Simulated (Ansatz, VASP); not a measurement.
# Mo2CSO (Mo2COS MXene monolayer): VASP beside Ansatz

Aim: how closely do two programs agree when they are given the same cell, functional and k mesh? The cell is taken from a series of runs on this material, whose earlier steps may have relaxed, scaled, displaced or heated it; both programs get it as it stands.

Calculated with Ansatz 0.2.0; plane waves, with VASP 6.6.1 beside it; single point at PBE with D3(BJ).

### 1. The structure

The cell holds 5 atoms: 1 S, 2 Mo, 1 C and 1 O. Cell: a = 3.138 Å, b = 3.138 Å, c = 22.957 Å, α = 90.0°, β = 90.0°, γ = 120.0°. Vacuum lies along c.

### 2. VASP: single point, PBE with D3(BJ)

A single point gives forces, pressure and levels at one fixed geometry, so differences don't come from the geometry; what else differs is listed under the comparison.

Lines of VASP's logs that name or quote its potential files are left out, and so is its time.

Contents of INCAR:

```
SYSTEM = Mo2CSO
PREC = Accurate
ENCUT = 520
EDIFF = 1E-06
NELM = 120
ISMEAR = -1
SIGMA = 0.02585
LREAL = .FALSE.
ALGO = Normal
GGA = PE
IVDW = 12
NBANDS = 28
LASPH = .TRUE.
LORBIT = 11
LWAVE = .FALSE.
LCHARG = .FALSE.
ISIF = 2
LDIPOL = .TRUE.
IDIPOL = 3
DIPOL = 0.5 0.5 0.508
LVHAR = .TRUE.
GGA_COMPAT = .FALSE.
NELMDL = -8
KPAR = 2
```

Contents of POSCAR:

```
Mo2CSO
1.0
    3.1384371696      0.0000000000      0.0000000000
   -1.5692185848      2.7179663171      0.0000000000
    0.0000000000      0.0000000000     22.9573663058
S Mo C O
1 2 1 1
Direct
    0.3333333333      0.6666666667      0.3920310318
    0.6666666666      0.3333333334      0.4643833418
    0.3333333333      0.6666666667      0.5602983008
    1.0000000000      0.0000000000      0.5126477654
    0.6666666666      0.3333333334      0.6079689682
```

Contents of KPOINTS:

```
Automatic mesh
0
Gamma
18 18 1
0 0 0
```

The projector-augmented-wave data sets are S, Mo_sv, C and O (PBE family, release 64).

Started as:

```bash
$ mpirun -np 2 vasp_std
```

Numbers of over 12 decimals in the logs are rounded to 6 here.

The program printed:

```text
[banner, memory and clock lines left out]
running    2 mpi-ranks, on    1 nodes
 distrk:  each k-point on    1 cores,    2 groups
 distr:  one band on    1 cores,    1 groups

 POSCAR found type information on POSCAR S MoC O
 POSCAR found :  4 types and       5 ions
 LDA part: xc-table for (Slater+PW92), standard interpolation
 POSCAR, INCAR and KPOINTS ok, starting setup
 FFT: planning ... GRIDC
 FFT: planning ... GRID_SOFT
 FFT: planning ... GRID
 WAVECAR not read
 entering main loop
       N       E                     dE             d eps       ncg     rms          rms(c)
DAV:   1     0.383672537591E+03    0.38367E+03   -0.25231E+04  2632   0.134E+03
DAV:   2    -0.252587292111E+02   -0.40893E+03   -0.40172E+03  2632   0.359E+02
DAV:   3    -0.502341931170E+02   -0.24975E+02   -0.24228E+02  2404   0.825E+01
DAV:   4    -0.511137003983E+02   -0.87951E+00   -0.86681E+00  2820   0.144E+01
DAV:   5    -0.511325482173E+02   -0.18848E-01   -0.18742E-01  2640   0.189E+00
DAV:   6    -0.511331281101E+02   -0.57989E-03   -0.57964E-03  2760   0.324E-01
DAV:   7    -0.511331521220E+02   -0.24012E-04   -0.24010E-04  2568   0.576E-02
DAV:   8    -0.511331533333E+02   -0.12113E-05   -0.12113E-05  2368   0.125E-02    0.444E+01
DAV:   9    -0.444223207916E+02    0.67108E+01   -0.53537E+01  2144   0.442E+01    0.124E+01
DAV:  10    -0.459684521358E+02   -0.15461E+01   -0.33847E+01  2376   0.304E+01    0.124E+01
DAV:  11    -0.449967137973E+02    0.97174E+00   -0.23980E+01  2556   0.263E+01    0.992E+00
DAV:  12    -0.433424539844E+02    0.16543E+01   -0.10448E+01  2816   0.166E+01    0.275E+00
DAV:  13    -0.432914100041E+02    0.51044E-01   -0.66072E-01  2312   0.530E+00    0.152E+00
DAV:  14    -0.432702874825E+02    0.21123E-01   -0.12995E-01  2468   0.231E+00    0.993E-01
[...]
DAV:  23    -0.432646504606E+02   -0.61833E-04   -0.18039E-05  2200   0.225E-02    0.195E-02
DAV:  24    -0.432646886615E+02   -0.38201E-04   -0.86444E-06  2108   0.203E-02    0.124E-02
DAV:  25    -0.432647084300E+02   -0.19768E-04   -0.22834E-06  1588   0.859E-03    0.928E-03
DAV:  26    -0.432647407876E+02   -0.32358E-04   -0.43037E-06  2032   0.976E-03    0.419E-03
DAV:  27    -0.432647457473E+02   -0.49597E-05   -0.30320E-07  1380   0.349E-03    0.254E-03
DAV:  28    -0.432647502397E+02   -0.44923E-05   -0.22458E-07  1304   0.271E-03    0.590E-04
DAV:  29    -0.432647512938E+02   -0.10542E-05   -0.69880E-08  1220   0.137E-03    0.524E-04
DAV:  30    -0.432647516694E+02   -0.37555E-06   -0.43308E-08  1184   0.934E-04
   1 F= -.44791935E+02 E0= -.44788569E+02  d E =-.673255E-02
```

OUTCAR, selected parts (step 2):

```text
ion  position               nearest neighbor table
   1  0.333  0.667  0.392-   2 2.46   2 2.46   2 2.46
   2  0.667  0.333  0.464-   4 2.12   4 2.12   4 2.12   1 2.46   1 2.46   1 2.46   3 2.85   3 2.85
                             3 2.85
   3  0.333  0.667  0.560-   4 2.12   4 2.12   4 2.12   5 2.12   5 2.12   5 2.12   2 2.85   2 2.85
                             2 2.85
   4  0.000  0.000  0.513-   3 2.12   3 2.12   3 2.12   2 2.12   2 2.12   2 2.12
   5  0.667  0.333  0.608-   3 2.12   3 2.12   3 2.12

  LATTYP: Found a hexagonal cell.
 ALAT       =     3.1384371696
 C/A-ratio  =     7.3149039045

 Subroutine GETGRP returns: Found  6 space group operations
 (whereof  6 operations were pure point group operations)

The static configuration has the point symmetry C_3v.

 Found     37 irreducible k-points:

   k-points           NKPTS =     37   k-points in BZ     NKDIM =     37   number of bands    NBANDS=     28

   dimension x,y,z NGX =    24 NGY =   24 NGZ =  180
   dimension x,y,z NGXF=    48 NGYF=   48 NGZF=  360

   ENCUT  =  520.0 eV  38.22 Ry    6.18 a.u.   5.84  5.84 42.69*2*pi/ulx,y,z

   NELECT =      44.0000    total number of electrons

 k-points in reciprocal lattice and weights: Automatic mesh
   0.00000000  0.00000000  0.00000000       0.003
   0.05555556  0.00000000  0.00000000       0.019
   0.11111111  0.00000000  0.00000000       0.019
   0.16666667  0.00000000  0.00000000       0.019
   0.22222222  0.00000000  0.00000000       0.019
   0.27777778  0.00000000  0.00000000       0.019
   0.33333333  0.00000000  0.00000000       0.019
   0.38888889  0.00000000  0.00000000       0.019
   0.44444444  0.00000000  0.00000000       0.019
[...]
0.33333333  0.27777778  0.00000000       0.037
   0.33333333  0.33333333  0.00000000       0.006

 dipolmoment           0.000000      0.000000      0.047621 electrons x Angstroem

 average (electrostatic) potential at core
       1 -92.7159       2 -83.5339       3 -84.0196       4 -56.4141       5 -76.7407

 E-fermi :  -0.8231

 k-point     1 :       0.0000    0.0000    0.0000
  band No.  band energies     occupation
    ...
     19      -3.1730      2.00000
     20      -3.1730      2.00000
     21      -1.6906      2.00000
     22      -1.6253      2.00000
     23      -1.6253      2.00000
     24      -0.4889      0.00000
     25      -0.4889      0.00000
     26       0.8099      0.00000
     27       1.2788      0.00000
     28       1.2788      0.00000

 k-point     2 :       0.0556    0.0000    0.0000
  band No.  band energies     occupation
    ...
     19      -3.2445      2.00000
     20      -3.2445      2.00000
     21      -2.0433      2.00000
     22      -1.5569      2.00000
     23      -1.3251      2.00000
     24      -0.4451      0.00000
     25      -0.4351      0.00000
     26       0.9112      0.00000
     27       1.1813      0.00000
     28       1.2815      0.00000

 k-point     3 :       0.1111    0.0000    0.0000
  band No.  band energies     occupation
    ...
     19      -3.3591      2.00000
     20      -3.1680      2.00000
     21      -2.4172      2.00000
     22      -1.4643      2.00000
     23      -1.0808      1.99991
     24      -0.3417      0.00000
     25      -0.2324      0.00000
     26       0.9145      0.00000
     27       1.2693      0.00000
     28       1.2773      0.00000

 Edisp (eV)   -1.52718

  Total       0.17725     0.17725    -0.03650    -0.00000    -0.00000     0.00000
  in kB       1.45020     1.45020    -0.29862    -0.00000    -0.00000     0.00000
  external pressure =        0.87 kB  Pullay stress =        0.00 kB

  energy-cutoff  :      520.00
  volume of cell :      195.83
      direct lattice vectors                 reciprocal lattice vectors
     3.138437170  0.000000000  0.000000000     0.318629925  0.183961073  0.000000000
    -1.569218585  2.717966317  0.000000000     0.000000000  0.367922146  0.000000000
     0.000000000  0.000000000 22.957366306     0.000000000  0.000000000  0.043559004

 POSITION                                       TOTAL-FORCE (eV/Angst)
 -----------------------------------------------------------------------------------
     -0.00000      1.81198      9.00000        -0.000000     -0.000000      0.017486
      1.56922      0.90599     10.66102         0.000000     -0.000000     -0.040023
     -0.00000      1.81198     12.86297         0.000000     -0.000000      0.014612
      0.00000      0.00000     11.76904        -0.000000     -0.000000      0.006645
      1.56922      0.90599     13.95737        -0.000000      0.000000      0.001280
 -----------------------------------------------------------------------------------
    total drift:                                0.000001     -0.000001      0.000293

  FREE ENERGIE OF THE ION-ELECTRON SYSTEM (eV)
  ---------------------------------------------------
  free  energy   TOTEN  =       -44.7919354496 eV

  energy  without entropy=      -44.7852029011  energy(sigma->0) =      -44.78856918

 vacuum level on the upper side and lower side of the slab         5.407         4.396

 total charge
# of ion       s       p       d       tot
------------------------------------------
    1        1.368   2.335   0.000   3.703
    2        2.304   6.255   3.986  12.545
    3        2.293   6.252   3.825  12.369
    4        0.891   1.587   0.000   2.478
    5        1.573   3.387   0.000   4.960
--------------------------------------------------
tot          8.428  19.816   7.811  36.055

[... 3 further parts left out ...]
```

This run has no spin polarisation, so a moment on Mo, if there is one, isn't seen.

### 3. Ansatz: single point, PBE with D3(BJ)

Ansatz runs on its default PAW (the set named soft_2) files.

The same cell, functional, mesh and smearing now go to Ansatz, which takes its cutoff from its data sets.

Contents of input.yaml:

```yaml
crystal:
  lattice:
    - [3.1384371696, 0.0, 0.0]
    - [-1.5692185848, 2.7179663171, 0.0]
    - [0.0, 0.0, 22.9573663058]
  atoms:
    - { symbol: S, position: [0.3333333333, 0.6666666667, 0.3920310318] }
    - { symbol: Mo, position: [0.6666666667, 0.3333333333, 0.4643833418] }
    - { symbol: C, position: [0.0, 0.0, 0.5126477654] }
    - { symbol: Mo, position: [0.3333333333, 0.6666666667, 0.5602983008] }
    - { symbol: O, position: [0.6666666667, 0.3333333333, 0.6079689682] }
kpoints:
  mp_grid: { grid: [18, 18, 1] }
  band_path:
    path: [[0, 0, 0], [0.5, 0, 0], [0.33333333, 0.33333333, 0], [0, 0, 0]]
    npoints: 16
hamiltonian:
  xc: pbe
  dispersion: d3bj
scf:
  occupations: { method: fermi_dirac, width: 0.02585 }
  convergence: { dr2_threshold: 1.0e-10 }
efield:
  axis: 3
  dipole_correction: true
  ramp_position: 0.97
  ramp_width: 0.06
  amplitude: 0
output:
  dos: { projected: true, e_range: [-6, 5] }
  write_potential: true
  write_density: true
  volumetric_format: npy
  elf: true
```

Started as:

```bash
$ ansatz run input.yaml --threads 2 --pin off --max-ram 3072MiB --backend cpu --events-out ev --progress --plain --runs-dir out
```

The program printed:

```text
Engine: ansatz 0.2.0, x86_64-unknown-linux-gnu
Pseudopotentials: kind: paw
Pseudopotential: S, paw, valence charge 6, recommended cutoff 420 eV (normal), S.paw.azcp
Pseudopotential: Mo, paw, valence charge 14, recommended cutoff 420 eV (normal), Mo.paw.azcp
Pseudopotential: C, paw, valence charge 4, recommended cutoff 420 eV (normal), C.paw.azcp
Pseudopotential: O, paw, valence charge 6, recommended cutoff 420 eV (normal), O.paw.azcp
Functional definition: PBE
  parameter kappa = 0.804
  parameter beta = 0.066725
  exchange = pbe_x(kappa = kappa, mu = beta*pi^2/3)
  correlation = pbe_c(beta = beta)
Crystal: 5 atoms, lattice volume = 195.830 Å³
Basis set: ecut = 420 eV, 3797 PW (Γ)
Bands: 27, of which v1, the nominal top of the filled ones, is band 22 counted from 1 (21 counted from 0)
Symmetry: 6 space group operations
Space group: P3m1 (ITA 156), of the structure as read, at distance tolerance 5.8e-5 Å
k-points: 37 of 324 (time reversal used)
Non-local potential: S, projectors of the file, l = 0: 2, l = 1: 2, l = 2: 2
Non-local potential: Mo, projectors of the file, l = 0: 3, l = 1: 2, l = 2: 2, l = 3: 1
Non-local potential: C, projectors of the file, l = 0: 2, l = 1: 2, l = 2: 1
Non-local potential: O, projectors of the file, l = 0: 2, l = 1: 2, l = 2: 1
PAW form: soft (Blöchl's): semilocal exchange-correlation on the pseudo side does not see the compensation charge
PAW one-centre angular grid: S, 110 points (default); XC on 64 Gauss nodes
PAW one-centre angular grid: Mo, 590 points (default); XC on 64 Gauss nodes
PAW one-centre angular grid: C, 110 points (default); XC on 64 Gauss nodes
PAW one-centre angular grid: O, 110 points (default); XC on 64 Gauss nodes
Initial density: superposition of atomic densities (neutral atoms: chi_scale 0, normalization atom), corrected by the library's trained network
Initial wavefunctions: pseudopotential atomic-orbital guess
Functional: x = pbe(κ = 0.804, μ = 0.219515), c = pbe(β = 0.066725)
SCF iter   1: F=—  HF=-11634.614703 eV  |F-HF|=—  |Δ(HF+E_count)|=         —  Δρ=7.34e-3  dr2=1.33e-1  ethr=1.77e-3  p=-0.032 e·Å  D=-2.93e-2 V/Å  ΔV_dip=0.67 eV  dr2_dipole=5.77e-3  V_vac-E_F(+/−)=6.09/5.42 eV  ⟨swp⟩=10.7  Hψ=6404  notcnv=0
efield: sawtooth ramp at fractional position 0.9700 (set: `efield.ramp_position`, or a place that a band, a saddle search or an elastic batch's reference lends), width 0.0600; the density the first Hamiltonian is built on has a dipole p = -0.032 e·Å; the dipole correction subtracts the counter field D = -2.93e-2 V/Å, which shifts the + side's vacuum level by +0.67 eV against the − side's; the planar-averaged density in the ramp window peaks in size at 8.7e-6 e/Å³
preconditioner: auto → LDOS  [metal: Δε(μ)=0.031 eV  Ē_g=7.882 eV  σ=0.026 eV  W_gap=0.29  n_scr=14 (ndim 8)  ℏωp=14.0 eV  f_vac=0.655  D(μ)=2.85/eV (n_scr^D=10)  β→1.0]
SCF iter   2: F=—  HF=-11634.607618 eV  |F-HF|=—  |Δ(HF+E_count)|=   7.09e-3  Δρ=5.42e-3  dr2=1.08e-1  ethr=3.03e-4  p=-0.039 e·Å  D=-3.57e-2 V/Å  ΔV_dip=0.82 eV  dr2_dipole=1.73e-2  V_vac-E_F(+/−)=6.11/5.29 eV  ⟨swp⟩=3.0  Hψ=2350  notcnv=0
SCF iter   3: F=—  HF=-11634.593275 eV  |F-HF|=—  |Δ(HF+E_count)|=   1.43e-2  Δρ=7.91e-4  dr2=1.61e-3  ethr=2.46e-4  p=-0.044 e·Å  D=-4.04e-2 V/Å  ΔV_dip=0.93 eV  dr2_dipole=3.98e-5  V_vac-E_F(+/−)=6.18/5.25 eV  ⟨swp⟩=2.0  Hψ=1569  notcnv=0
SCF iter   4: F=—  HF=-11634.593216 eV  |F-HF|=—  |Δ(HF+E_count)|=   5.98e-5  Δρ=3.78e-4  dr2=2.60e-4  ethr=3.65e-6  p=-0.045 e·Å  D=-4.12e-2 V/Å  ΔV_dip=0.95 eV  dr2_dipole=1.81e-5  V_vac-E_F(+/−)=6.20/5.25 eV  ⟨swp⟩=3.7  Hψ=2366  notcnv=0
SCF iter   5: F=—  HF=-11634.593209 eV  |F-HF|=—  |Δ(HF+E_count)|=   6.46e-6  Δρ=9.14e-5  dr2=1.94e-5  ethr=5.91e-7  p=-0.045 e·Å  D=-4.19e-2 V/Å  ΔV_dip=0.96 eV  dr2_dipole=2.18e-6  V_vac-E_F(+/−)=6.20/5.24 eV  ⟨swp⟩=2.3  Hψ=1507  notcnv=0
SCF iter   6: F=—  HF=-11634.593221 eV  |F-HF|=—  |Δ(HF+E_count)|=   1.17e-5  Δρ=2.06e-5  dr2=1.91e-6  ethr=4.41e-8  p=-0.045 e·Å  D=-4.19e-2 V/Å  ΔV_dip=0.96 eV  dr2_dipole=3.57e-7  V_vac-E_F(+/−)=6.21/5.24 eV  ⟨swp⟩=2.8  Hψ=2131  notcnv=0
SCF iter   7: F=—  HF=-11634.593117 eV  |F-HF|=—  |Δ(HF+E_count)|=   1.04e-4  Δρ=4.82e-6  dr2=4.22e-8  ethr=4.33e-9  p=-0.045 e·Å  D=-4.20e-2 V/Å  ΔV_dip=0.96 eV  dr2_dipole=1.20e-10  V_vac-E_F(+/−)=6.21/5.24 eV  ⟨swp⟩=2.6  Hψ=1731  notcnv=0
SCF iter   8: F=—  HF=-11634.593117 eV  |F-HF|=—  |Δ(HF+E_count)|=   8.21e-8  Δρ=1.38e-6  dr2=2.43e-9  ethr=9.60e-11  p=-0.045 e·Å  D=-4.20e-2 V/Å  ΔV_dip=0.96 eV  dr2_dipole=2.62e-11  V_vac-E_F(+/−)=6.21/5.24 eV  ⟨swp⟩=2.9  Hψ=2106  notcnv=0
SCF iter   9: F=—  HF=-11634.593117 eV  |F-HF|=—  |Δ(HF+E_count)|=   1.32e-8  Δρ=3.09e-7  dr2=2.42e-10  ethr=5.52e-12  p=-0.045 e·Å  D=-4.20e-2 V/Å  ΔV_dip=0.96 eV  dr2_dipole=1.10e-11  V_vac-E_F(+/−)=6.21/5.24 eV  ⟨swp⟩=3.1  Hψ=2097  notcnv=0
SCF iter  10: F=-11634.593117 eV  HF=-11634.593117 eV  |F-HF|=7.46e-11  |Δ(HF+E_count)|=  8.26e-10  Δρ=8.07e-8  dr2=1.41e-11  ethr=1.00e-12  p=-0.045 e·Å  D=-4.20e-2 V/Å  ΔV_dip=0.96 eV  dr2_dipole=8.01e-14  V_vac-E_F(+/−)=6.21/5.24 eV  ⟨swp⟩=3.8  Hψ=2762  notcnv=0
SCF 1 converged in 10 iterations: F = -11634.593117 eV  dr2 = 1.41e-11
  greatest PAW one-centre occupation: 0.998 electrons in one spin orbital (limit 2), on the Mo atom at site 1 (counted from 0), in its partial waves of l = 0
NSCF: frozen V_eff on 49 k-points
efield: sawtooth ramp at fractional position 0.9700 (kept from the solve that this one continues, or follows in the run), width 0.0600; the density the first Hamiltonian is built on has a dipole p = -0.045 e·Å; the dipole correction subtracts the counter field D = -4.20e-2 V/Å, which shifts the + side's vacuum level by +0.96 eV against the − side's; the planar-averaged density in the ramp window peaks in size at 2.7e-6 e/Å³
WARN: The output density's exchange-correlation potential varies sharply where the density is thin. Do not read a vacuum level from v_tot or v_xc, or from such a field of the output density. On a cell that repeats whose density bears no net charge and no dipole along the vacuum's axis use v_es (v_loc + v_h of the components); under efield.dipole_correction with no amplitude use v_es + v_field, which holds any externa [...]
SCF converged after 10 iterations
Free energy (F): -11634.593117 eV
Harris-Foulkes:  -11634.593117 eV  (|F-HF|=7.46e-11)
Internal energy: -11634.586344 eV  (E = F + TS)
E sigma→0 (E₀):  -11634.589731 eV
Entropy (-TS):   -0.006773 eV (-1.355 meV/atom)
Fermi energy:    0.891972 eV
Dipole field:    D = -0.041986 V/Å  (p = -0.045438 e·Å, saw-weighted, corrected)
Work function:   Φ+ = 6.2058 eV   Φ− = 5.2419 eV
Levels:          The Fermi level and band energies are counted from a zero that moves with the ramp; work functions are not
--- Per-component energies (eV) ---
  E_band       = -825.386606
  E_kinetic    = 1254.150672
  E_local      = -46920.906050  (includes V_loc(G=0)·N_el)
  E_nonlocal   = 386.640156
  E_hartree    = 22743.795674
  E_xc         = -587.006277
  E_vxc        = -700.659294  (∫ρ·V_xc dr)
  E_paw        = -7258.246708  (= ΣΔE_a)
  E_vpaw       = -332.589370  (= ΣTr[D̂ρ^β])
  E_aug_tail   = 0.002462  (compensation charges beyond the density's cutoff)
  E_efield     = 0.000954  (sawtooth field / dipole correction)
  E_vefield    = 0.383736  (∫n·V_field dr)
  E_ewald      = 18748.510098
  E_disp       = -1.527325  (pairwise vdW)
  E_smearing   = -0.006773  (= −TS)
  E_closure    = -0.000000  (closes the sum)
  Σ components = -11634.593117   (vs F -11634.593117, Δ=0.00e0)
--- Band table (eV; the first three rows and the last of 37) ---
  k-point 0: bands = [... 18 lower, -1.4538, -1.4538, 0.0261, 0.0907, 0.0907, 1.2231, 1.2231, 2.5236, ... 1 higher]
  k-point 1: bands = [... 18 lower, -1.5258, -1.5249, -0.3264, 0.1594, 0.3916, 1.2667, 1.2768, 2.6247, ... 1 higher]
  k-point 2: bands = [... 18 lower, -1.6416, -1.4476, -0.6992, 0.2522, 0.6364, 1.3700, 1.4797, 2.6292, ... 1 higher]
  k-point 36: bands = [... 18 lower, -3.1223, -3.1004, 0.2323, 0.3186, 0.7756, 1.9761, 2.5401, 2.7552, ... 1 higher]
```

Reading the cycles: dr2 is the Hartree energy of the density residual (eV), the measure of convergence; HF is the Harris–Foulkes estimate of the energy, which meets the free energy F at convergence.

### 4. Comparison

Known differences besides the potentials themselves: the cutoff is 420 eV in Ansatz and 520 eV in VASP. Total energies have different zeros and are not compared.

The two programs side by side:

| quantity | Ansatz | VASP | difference |
| --- | --- | --- | --- |
| work function, lower of the two faces (eV) | 5.24 | 5.22 | +0.02 |
| work function, higher of the two faces (eV) | 6.21 | 6.23 | -0.02 |

With vacuum in the cell, a pressure given here is an average over mostly empty space and none of the material.

### 5. Summary of results

- difference in work function, higher of the two faces (single point, PBE with D3(BJ)): -0.024 eV

What this shows: The difference in work function, higher of the two faces is -0.024 eV (single point, PBE with D3(BJ)). Such differences can come from data sets, numerical settings and the points named under the comparisons, not from the functional's error against experiment.

[Lines on the potential files, build, host, timing and source positions are cut from VASP's logs without a mark.]

[Logs are printed without paths, hosts, clocks, repeated set-up lines and the standing remarks that a program may print on its own settings, such as how far it seeks lower states.]

[Hosts, paths, dates, database ids (printed as entryN), source tags and the programs' standing remarks are cut or masked in the printed files.]
